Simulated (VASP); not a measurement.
Output of a VASP run:

**OSZICAR**
```
       N       E                     dE             d eps       ncg     rms          rms(c)
DAV:   1     0.530385188793E+03    0.53039E+03   -0.22557E+04   632   0.119E+03
DAV:   2     0.640870346447E+02   -0.46630E+03   -0.45497E+03   764   0.375E+02
DAV:   3    -0.355609502565E+01   -0.67643E+02   -0.66269E+02   798   0.129E+02
DAV:   4    -0.930167624334E+01   -0.57456E+01   -0.55607E+01   928   0.354E+01
DAV:   5    -0.991454746384E+01   -0.61287E+00   -0.60218E+00  1128   0.759E+00    0.395E+01
DAV:   6    -0.975805303312E+01    0.15649E+00   -0.63453E-01   832   0.342E+00    0.215E+01
DAV:   7    -0.974986684459E+01    0.81862E-02   -0.94646E-02   968   0.115E+00    0.123E+01
DAV:   8    -0.974827047356E+01    0.15964E-02   -0.29369E-02   848   0.748E-01    0.132E+00
DAV:   9    -0.974899888623E+01   -0.72841E-03   -0.92414E-03   928   0.318E-01    0.224E-01
DAV:  10    -0.974938276789E+01   -0.38388E-03   -0.11972E-03   952   0.126E-01    0.107E-01
DAV:  11    -0.974951008073E+01   -0.12731E-03   -0.94401E-05   808   0.533E-02    0.484E-02
DAV:  12    -0.974953060713E+01   -0.20526E-04   -0.17994E-05   872   0.184E-02    0.177E-02
DAV:  13    -0.974953876906E+01   -0.81619E-05   -0.81561E-06   752   0.124E-02    0.509E-03
DAV:  14    -0.974953872869E+01    0.40370E-07   -0.15351E-06   544   0.523E-03
   1 F= -.97495387E+01 E0= -.95785490E+01  d E =-.341979E+00  mag=     0.0000    -0.0000     0.0000
```

### OUTCAR
```
------------------------ aborting loop because EDIFF is reached ----------------------------------------
  FORCE on cell =-STRESS in cart. coord.  units (eV):
  Direction    XX          YY          ZZ          XY          YZ          ZX
  --------------------------------------------------------------------------------------
  Total       -1.9626205     -1.9626205     -1.9626205      0.0000000     -0.0000000      0.0000000
  in kB      -10.4729111    -10.4729111    -10.4729111      0.0000000     -0.0000000      0.0000000
  external PRESSURE =     -10.4729111 kB  Pullay stress =       0.0000000 kB
  volume of cell :      300.25
      direct lattice vectors                 reciprocal lattice vectors
     0.000000000  5.314754000  5.314754000    -0.094077732  0.094077732  0.094077732
     5.314754000  0.000000000  5.314754000     0.094077732 -0.094077732  0.094077732
     5.314754000  5.314754000  0.000000000     0.094077732  0.094077732 -0.094077732
 POSITION                                       TOTAL-FORCE (eV/Angst)
 -----------------------------------------------------------------------------------
      1.32869      1.32869      1.32869        -0.000000     -0.000000      0.000000
      1.32869      3.98607      3.98607        -0.000000     -0.000000      0.000000
      3.98607      1.32869      3.98607        -0.000000     -0.000000      0.000000
      3.98607      3.98607      1.32869        -0.000000     -0.000000      0.000000
      7.97213      7.97213      7.97213         0.000000      0.000000      0.000000
      5.31475      5.31475      5.31475        -0.000000     -0.000000     -0.000000
 -----------------------------------------------------------------------------------
    total drift:                                0.000000      0.000000      0.000000
  FREE ENERGIE OF THE ION-ELECTRON SYSTEM (eV)
  ---------------------------------------------------
  free  energy   TOTEN  =        -9.7495387287 eV

  energy  without entropy=       -9.4075592720  energy(sigma->0) =       -9.57854900

 total charge

# of ion       s       p       d       tot
------------------------------------------
    1        2.068   5.718   0.175   7.960
    2        2.068   5.718   0.175   7.960
    3        2.068   5.718   0.175   7.960
    4        2.068   5.718   0.175   7.960
    5        1.087   0.345   9.912  11.344
    6        1.087   0.345   9.912  11.344
--------------------------------------------------
tot         10.445  23.561  20.523  54.529

 magnetization (x)

# of ion       s       p       d       tot
------------------------------------------
    1        0.000   0.000   0.000   0.000
    2       -0.000   0.000   0.000  -0.000
    3        0.000  -0.000  -0.000  -0.000
    4        0.000   0.000   0.000   0.000
    5        0.000   0.000  -0.000   0.000
    6        0.000   0.000  -0.000   0.000
--------------------------------------------------
tot          0.000   0.000  -0.000   0.000

 magnetization (y)

# of ion       s       p       d       tot
------------------------------------------
    1        0.000   0.000   0.000   0.000
    2       -0.000   0.000   0.000  -0.000
    3       -0.000  -0.000   0.000  -0.000
    4        0.000  -0.000   0.000   0.000
    5        0.000  -0.000   0.000  -0.000
    6        0.000  -0.000  -0.000  -0.000
--------------------------------------------------
tot          0.000  -0.000   0.000  -0.000

 magnetization (z)

# of ion       s       p       d       tot
...
```
(Selected blocks of OUTCAR.)

**POSCAR**
```
Sr2Ga
1
    0.0000000000     5.3147540000     5.3147540000
    5.3147540000     0.0000000000     5.3147540000
    5.3147540000     5.3147540000     0.0000000000
Sr Ga
4 2
Direct
  0.1250000000   0.1250000000   0.1250000000
  0.6250000000   0.1250000000   0.1250000000
  0.1250000000   0.6250000000   0.1250000000
  0.1250000000   0.1250000000   0.6250000000
  0.7500000000   0.7500000000   0.7500000000
  0.5000000000   0.5000000000   0.5000000000
```

### Question
Reconstruct the remaining input files.

### Answer
This is not unique; one that fits is the input of the run itself, PBE GGA with spin-orbit coupling, plane waves, VASP's PBE PAW potentials (set 64).

INCAR:
```
SYSTEM = Sr2Ga
PREC = Accurate; ENCUT = 300; LREAL = .False.
LASPH = .True.
EDIFF = 1E-6; NELM = 100; ALGO = Normal
LMAXMIX = 4
ISMEAR = 0; SIGMA = 0.272
GGA = PE; GGA_COMPAT = .False.
MAGMOM = 18*0.0; LSORBIT = .True.; LNONCOLLINEAR = .True.
ISIF = 2
LWAVE = .False.; LCHARG = .False.; LORBIT = 11
```

KPOINTS:
```
Regular mesh
0
gamma
 3 3 3
```

POTCAR, in this order: Sr_sv Ga_d (PBE.64 set). Program: vasp_ncl.

At this cut-off the stress carries a Pulay error, which pulls relaxed volumes low.

The structure was generated: Sr2Ga was put into an ordered model structure (Fd-3m), which need not be its known phase. The cell was not relaxed at this level. The k-mesh is coarse (spacing up to 0.34 per Å, 2π included), so the numbers may not be converged in it. The run is one of a series of settings (GGA_COMPAT = .FALSE., LNONCOLLINEAR = .TRUE., LSORBIT = .TRUE., MAGMOM = 0.0 0.0 0.0 0.0 0.0 0.0 0.0 0.0 0.0 0.0 0.0 0.0 0.0 0.0 0.0 0.0 0.0 0.0, program vasp_ncl against the base run), some of them coarse on purpose.
